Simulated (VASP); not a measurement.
# GaGe (F-43m) in VASP: a series of runs

The runs below take GaGe through single point, with r2SCAN.

Everything below comes from runs of VASP 6.6.1. Logs are shortened: lines on timing, memory, paths and dates and some standing lists are left out, and cuts for length are marked.

## Step 1: The structure

The structure is cubic, space group F-43m (No. 216). Conventional cell: a = 5.796 Å, b = 5.796 Å, c = 5.796 Å, α = 90.00°, β = 90.00°, γ = 90.00°. Ge (site symmetry -43m) has 4 Ga at 2.51 Å as nearest neighbours. Ga (site symmetry -43m) is surrounded by 4 Ge at 2.51 Å.

The cell comes from a database or a generator and needn't be the stable form of this composition.

## Step 2: Single point, r2SCAN

INCAR

```
PREC     = Accurate       # precision mode
ENCUT    = 350            # plane-wave cutoff, eV
EDIFF    = 1E-6           # SCF threshold, eV
ISMEAR   = 0              # smearing method
SIGMA    = 0.05           # smearing width, eV
LREAL    = F              # projectors in reciprocal space
LASPH    = T              # aspherical terms in the spheres
NELM     = 100            # most SCF steps
ALGO     = Normal         # electronic algorithm
ISIF     = 2              # what is computed and relaxed
LWAVE    = F              # write WAVECAR
LCHARG   = F              # write CHGCAR
METAGGA  = R2SCAN         # meta-GGA
LMIXTAU  = T            
ADDGRID  = F
```

KPOINTS

```
Automatic mesh
0
Gamma
  3 3 3
```

POSCAR

```
GaGe
1.0
    0.0000000000      2.8978440000      2.8978440000
    2.8978440000      0.0000000000      2.8978440000
    2.8978440000      2.8978440000      0.0000000000
Ge Ga
1 1
Direct
    0.0000000000      0.0000000000      0.0000000000
    0.2500000000      0.2500000000      0.2500000000
```

Potentials or basis: VASP PAW PBE potentials, release 64 (Ge, Ga).

Launch:

```bash
$ cat potpaw_PBE.64/Ge/POTCAR potpaw_PBE.64/Ga/POTCAR > POTCAR
$ mpirun -np 1 vasp_std > vasp.out
```

OUTCAR:

```text
PREC = Accurate
   ENCUT = 350
   EDIFF = 1E-6
   ISMEAR = 0
   LREAL = F
   LASPH = T
   NELM = 100
   ISIF = 2
   METAGGA = R2SCAN

 Found      4 irreducible k-points:

 Following reciprocal coordinates:
            Coordinates               Weight
  0.000000  0.000000  0.000000      1.000000
  0.333333  0.000000  0.000000      8.000000
  0.333333  0.333333  0.000000      6.000000
 -0.333333  0.333333  0.000000     12.000000
   k-points           NKPTS =      4   k-points in BZ     NKDIM =      4   number of bands    NBANDS=      7
   number of dos      NEDOS =    301   number of ions     NIONS =      2
   total plane-waves  NPLWV =  21952
   dimension x,y,z NGX =    28 NGY =   28 NGZ =   28
   dimension x,y,z NGXF=    56 NGYF=   56 NGZF=   56
   ions per type =               1   1
   NGX,Y,Z   is equivalent  to a cutoff of  11.36, 11.36, 11.36 a.u.
   NGXF,Y,Z  is equivalent  to a cutoff of  22.72, 22.72, 22.72 a.u.
 SYSTEM =  unknown system
   PREC   = accura    normal or accurate (medium, high low for compatibility)
   ISTART =      0    job   : 0-new  1-cont  2-samecut
   ICHARG =      2    charge: 1-file 2-atom 10-const
   ISPIN  =      1    spin polarized calculation?
   LNONCOLLINEAR =      F non collinear calculations
   LSORBIT =      F    spin-orbit coupling
   LASPH  =      T    aspherical Exc in radial PAW
   ENCUT  =  350.0 eV  25.72 Ry    5.07 a.u.   6.25  6.25  6.25*2*pi/ulx,y,z
   NELM   =    100;   NELMIN=  2; NELMDL= -5     # of ELM steps
   EDIFF  = 0.1E-05   stopping-criterion for ELM
   LREAL  =      F    real-space projection
   EDIFFG = 0.1E-04   stopping-criterion for IOM
   NSW    =      0    number of steps for IOM
   IBRION =     -1    ionic relax: 0-MD 1-quasi-New 2-CG
   NFREE  =      0    steps in history (QN), initial steepest desc. (CG)
   ISIF   =      2    stress and relaxation
   ISYM   =      2    0-nonsym 1-usesym 2-fastsym
   POTIM  = 0.5000    time-step for ionic-motion
   TEBEG  =    0.0;   TEEND  =   0.0 temperature during run
   PSTRESS=    0.0 pullay stress
   NELECT =       7.0000    total number of electrons
   NUPDOWN=      -1.0000    fix difference up-down
   EMIN   =  10.00;   EMAX   =-10.00  energy-range for DOS
   EFERMI =   0.00;   METHOD = LEGACY
   ISMEAR =     0;   SIGMA  =   0.05  broadening in eV -4-tet -1-fermi 0-gaus
   EFERMI_NEDOS =   21; number of points for ismear=-14 and -15
   IALGO  =     38    algorithm
   IMIX   =      4    mixing-type and parameters
     AMIX     =   0.40;   BMIX     =  1.00
     AMIX_MAG =   1.60;   BMIX_MAG =  1.00
  volume/ion in A,a.u.               =      24.33       164.22
  Fermi-wavevector in a.u.,A,eV,Ry     =   0.857740  1.620894 10.010058  0.735719
  Thomas-Fermi vector in A             =   1.974840
   LORBIT       =      0    0 simple, 1 ext, 2 COOP (PROOUT), +10 PAW based schemes
   METAGGA = R2SCAN    functional components
   LHFCALC =     F    Hartree Fock is set to
   AEXX    =    0.0000 exact exchange contribution
   IVDW    =     0    specifies the selected vdW correction
   LEPSILON=     F    determine dielectric tensor
   LRPA    =     F    only Hartree local field effects (RPA)
 non-spin polarized calculation
 Gauss-broadening in eV      SIGMA  =   0.05
  energy-cutoff  :      350.00
  volume of cell :       48.67
 maximum number of plane-waves:       745
 NGX is ok and might be reduce to    28
   NGX = 13   NGY = 13   NGZ = 13

 number of electron       7.0000000 magnetization

 Free energy of the ion-electron system (eV)
  ---------------------------------------------------
  ext. energy  EPLUGINS =         0.00000000
  ---------------------------------------------------
  free energy    TOTEN  =       -24.59650690 eV

  energy without entropy =      -24.58108933  energy(sigma->0) =      -24.58879811

 E-fermi :   1.8239     XC(G=0):  -9.1104

 val. band max:        0.6746064949   @ k =  -0.3333   0.3333   0.0000
 cond. band min:       1.8380866218   @ k =   0.3333   0.0000   0.0000
 fundamental gap:      1.1634801268
 Fermi energy:         1.8238650851

 k-point     1 :       0.0000    0.0000    0.0000
  band No.  band energies     occupation
      1      -9.7395      2.00000
      2       2.9757      0.00000
      3       2.9757      0.00000
      4       2.9757      0.00000
      5       3.8407      0.00000
      6       5.8350      0.00000
      7       5.8350      0.00000

 k-point     2 :       0.3333    0.0000    0.0000
  band No.  band energies     occupation
      1      -8.5002      2.00000
      2      -2.8463      2.00000
      3       1.8381      0.68750
      4       1.8381      0.68750
      5       3.8862      0.00000
      6       6.9516      0.00000
      7       6.9516      0.00000

 k-point     3 :       0.3333    0.3333    0.0000
  band No.  band energies     occupation
      1      -8.0163      2.00000
      2      -2.7899      2.00000
      3       0.3729      2.00000
      4       0.3729      2.00000
      5       3.8357      0.00000
      6       5.0962      0.00000
      7      10.6082      0.00000

 k-point     4 :      -0.3333    0.3333    0.0000
  band No.  band energies     occupation
      1      -6.9759      2.00000
      2      -4.2631      2.00000
      3      -1.5112      2.00000
      4       0.6746      2.00000
      5       4.6213      0.00000
      6       8.7864      0.00000
      7       9.6497      0.00000

------------------------ aborting loop because EDIFF is reached ----------------------------------------

  FORCE on cell =-STRESS in cart. coord.  units (eV):
  Direction    XX          YY          ZZ          XY          YZ          ZX
  --------------------------------------------------------------------------------------
  -------------------------------------------------------------------------------------
  Total       -0.7036269     -0.7036269     -0.7036269      0.0000000     -0.0000000      0.0000000
  in kB      -23.1631698    -23.1631698    -23.1631698      0.0000000     -0.0000000      0.0000000
  external PRESSURE =     -23.1631698 kB  Pullay stress =       0.0000000 kB

 VOLUME and BASIS-vectors are now :
 -----------------------------------------------------------------------------
  energy-cutoff  :      350.00
  volume of cell :       48.67
      direct lattice vectors                 reciprocal lattice vectors
     0.000000000  2.897844000  2.897844000    -0.172542069  0.172542069  0.172542069
     2.897844000  0.000000000  2.897844000     0.172542069 -0.172542069  0.172542069
     2.897844000  2.897844000  0.000000000     0.172542069  0.172542069 -0.172542069

 POSITION                                       TOTAL-FORCE (eV/Angst)
 -----------------------------------------------------------------------------------
      0.00000      0.00000      0.00000        -0.000000     -0.000000      0.000000
      1.44892      1.44892      1.44892         0.000000      0.000000     -0.000000
 -----------------------------------------------------------------------------------
    total drift:                                0.000000      0.000000      0.000000

  FREE ENERGIE OF THE ION-ELECTRON SYSTEM (eV)
  ---------------------------------------------------
  free  energy   TOTEN  =       -24.5965068960 eV

  energy  without entropy=      -24.5810893322  energy(sigma->0) =      -24.58879811
```

Wall time 21 s (1 thread of AMD EPYC 7R43 (Zen 3), shared host); peak memory 0.12 GiB.

These settings aren't checked as converged: the numbers below hold their error.

What came out:

```yaml
Free_energy: -24.5965 eV
Pressure: -2.3 GPa
Band_gap_on_the_k_mesh: none (metal or under the smearing width)
```

Caveat: the k mesh is coarse (spacing up to 0.63 Å⁻¹), so the values aren't converged; the PAW data sets were made with another functional, which shifts forces and pressure a little.

## Step 3: Single point, r2SCAN

INCAR, as its differences from that of step 2:

```diff
@@ -1,3 +1,3 @@
 PREC     = Accurate       # precision mode
-ENCUT    = 350            # plane-wave cutoff, eV
+ENCUT    = 250            # plane-wave cutoff, eV
 EDIFF    = 1E-6           # SCF threshold, eV
```

KPOINTS

```
Automatic mesh
0
Gamma
  4 4 4
```

POSCAR is that of step 2.

Potentials or basis: VASP PAW PBE potentials, release 64 (Ge, Ga).

Launch:

```bash
$ cat potpaw_PBE.64/Ge/POTCAR potpaw_PBE.64/Ga/POTCAR > POTCAR
$ mpirun -np 1 vasp_std > vasp.out
```

Run time: 24 s. Hardware: 1 thread of AMD EPYC 7R43 (Zen 3), shared host; peak memory 0.1 GiB.

These settings aren't checked as converged: the numbers below hold their error.

Results:

* Free energy: -24.9317 eV
* Pressure: -2.7 GPa
* Band gap on the k mesh: none (metal or under the smearing width)

Caveat: the k mesh is coarse (spacing up to 0.47 Å⁻¹), so the values aren't converged; the PAW data sets were made with another functional, which shifts forces and pressure a little.

## Step 4: Single point, r2SCAN

INCAR, as its differences from that of step 3:

```diff
@@ -1,3 +1,3 @@
 PREC     = Accurate       # precision mode
-ENCUT    = 250            # plane-wave cutoff, eV
+ENCUT    = 450            # plane-wave cutoff, eV
 EDIFF    = 1E-6           # SCF threshold, eV
```

KPOINTS

```
Automatic mesh
0
Gamma
  3 3 3
```

POSCAR is that of step 3.

Potentials or basis: VASP PAW PBE potentials, release 64 (Ge, Ga).

Launch:

```bash
$ cat potpaw_PBE.64/Ge/POTCAR potpaw_PBE.64/Ga/POTCAR > POTCAR
$ mpirun -np 1 vasp_std > vasp.out
```

OUTCAR:

```text
PREC = Accurate
   ENCUT = 450
   EDIFF = 1E-6
   ISMEAR = 0
   LREAL = F
   LASPH = T
   NELM = 100
   ISIF = 2
   METAGGA = R2SCAN

 Found      4 irreducible k-points:

 Following reciprocal coordinates:
            Coordinates               Weight
  0.000000  0.000000  0.000000      1.000000
  0.333333  0.000000  0.000000      8.000000
  0.333333  0.333333  0.000000      6.000000
 -0.333333  0.333333  0.000000     12.000000
[... 111 lines left out ...]
      6       8.7863      0.00000
      7       9.6496      0.00000

------------------------ aborting loop because EDIFF is reached ----------------------------------------

  FORCE on cell =-STRESS in cart. coord.  units (eV):
  Direction    XX          YY          ZZ          XY          YZ          ZX
  --------------------------------------------------------------------------------------
  -------------------------------------------------------------------------------------
  Total       -0.6970571     -0.6970571     -0.6970571      0.0000000      0.0000000      0.0000000
  in kB      -22.9468942    -22.9468942    -22.9468942      0.0000000      0.0000000      0.0000000
  external PRESSURE =     -22.9468942 kB  Pullay stress =       0.0000000 kB

 VOLUME and BASIS-vectors are now :
 -----------------------------------------------------------------------------
  energy-cutoff  :      450.00
  volume of cell :       48.67
      direct lattice vectors                 reciprocal lattice vectors
     0.000000000  2.897844000  2.897844000    -0.172542069  0.172542069  0.172542069
     2.897844000  0.000000000  2.897844000     0.172542069 -0.172542069  0.172542069
     2.897844000  2.897844000  0.000000000     0.172542069  0.172542069 -0.172542069

 POSITION                                       TOTAL-FORCE (eV/Angst)
 -----------------------------------------------------------------------------------
      0.00000      0.00000      0.00000        -0.000000     -0.000000     -0.000000
      1.44892      1.44892      1.44892         0.000000      0.000000      0.000000
 -----------------------------------------------------------------------------------
    total drift:                                0.000000      0.000000      0.000000

  FREE ENERGIE OF THE ION-ELECTRON SYSTEM (eV)
  ---------------------------------------------------
  free  energy   TOTEN  =       -24.5972490836 eV

  energy  without entropy=      -24.5818315199  energy(sigma->0) =      -24.58954030
```

OSZICAR:

```text
N       E                     dE             d eps       ncg     rms          rms(c)
DAV:   1    -0.734049999984E+01   -0.73405E+01   -0.25871E+03    56   0.687E+02
DAV:   2    -0.247746622938E+02   -0.17434E+02   -0.17354E+02    70   0.787E+01
DAV:   3    -0.251722798992E+02   -0.39762E+00   -0.38978E+00    84   0.146E+01
DAV:   4    -0.251727245301E+02   -0.44463E-03   -0.44461E-03    77   0.466E-01
DAV:   5    -0.251727247025E+02   -0.17239E-06   -0.17243E-06    70   0.110E-02    0.314E+00
DAV:   6    -0.245387892332E+02    0.63394E+00   -0.20044E-01    56   0.384E+00    0.207E+00
DAV:   7    -0.245941951979E+02   -0.55406E-01   -0.15517E-01    70   0.310E+00    0.162E-01
DAV:   8    -0.245446110025E+02    0.49584E-01   -0.10620E-01    56   0.300E+00    0.234E-01
DAV:   9    -0.245827969368E+02   -0.38186E-01   -0.59838E-03    56   0.704E-01    0.864E-02
DAV:  10    -0.245956650121E+02   -0.12868E-01   -0.61697E-03    56   0.875E-01    0.332E-02
DAV:  11    -0.245967873995E+02   -0.11224E-02   -0.43065E-04    70   0.224E-01    0.208E-02
DAV:  12    -0.245970560366E+02   -0.26864E-03   -0.24049E-04    63   0.169E-01    0.127E-02
DAV:  13    -0.245972029811E+02   -0.14694E-03   -0.11858E-04    56   0.103E-01    0.520E-03
DAV:  14    -0.245972458528E+02   -0.42872E-04   -0.14004E-05    98   0.348E-02    0.255E-03
DAV:  15    -0.245972476623E+02   -0.18095E-05   -0.21702E-06    63   0.142E-02    0.983E-04
DAV:  16    -0.245972490494E+02   -0.13871E-05   -0.49827E-07    42   0.836E-03    0.551E-04
DAV:  17    -0.245972490836E+02   -0.34197E-07   -0.10706E-07    28   0.406E-03
   1 F= -.24597249E+02 E0= -.24589540E+02  d E =-.154176E-01
```

stdout:

```text
POSCAR found type information on POSCAR GeGa
 POSCAR found :  2 types and       2 ions
 scaLAPACK will be used
 -----------------------------------------------------------------------------
|                                                                             |
|                                                                             |
|     You enforced a specific xc type in the INCAR file but a different       |
|     I HOPE YOU KNOW WHAT YOU ARE DOING!                                     |
|                                                                             |
 -----------------------------------------------------------------------------

 LDA part: xc-table for (None), standard interpolation
 POSCAR, INCAR and KPOINTS ok, starting setup
 FFT: planning ... GRIDC
 FFT: planning ... GRID_SOFT
 FFT: planning ... GRID
 WAVECAR not read
 entering main loop
```

Wall time 28 s (1 thread of AMD EPYC 7R43 (Zen 3), shared host); peak memory 0.12 GiB.

The run converged, but some of its settings lie outside the range that counts as converged, so its numbers aren't taken as properties of the crystal.

What came out:

```yaml
Free_energy: -24.5972 eV
Pressure: -2.3 GPa
Band_gap_on_the_k_mesh: none (metal or under the smearing width)
```

Caveat: the k mesh is coarse (spacing up to 0.63 Å⁻¹), so the values aren't converged; the PAW data sets were made with another functional, which shifts forces and pressure a little.
